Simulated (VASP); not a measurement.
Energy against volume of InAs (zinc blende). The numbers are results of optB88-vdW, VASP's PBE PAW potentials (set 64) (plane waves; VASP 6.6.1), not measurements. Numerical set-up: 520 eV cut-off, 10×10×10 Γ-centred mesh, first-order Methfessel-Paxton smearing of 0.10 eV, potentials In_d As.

```csv
V (Å³/atom),E (eV/atom)
28.609,-1.43061
29.493,-1.43509
30.378,-1.43135
31.263,-1.42074
```

Task: Fit these four points and predict the energy of the run at 27.724 Å³/atom.

Result: A cubic in V^(−2/3), the third-order Birch-Murnaghan form, passes through the four points with V0 = 29.51 Å³/atom and B0 = 49 GPa, and gives -1.4163 eV/atom there. The run gave -1.4164 eV/atom, -0.1 meV/atom from the fit; all five points give B0 = 49 GPa.

The compound is InAs in the zinc blende structure. It was relaxed first, which changed the volume by +6 %.
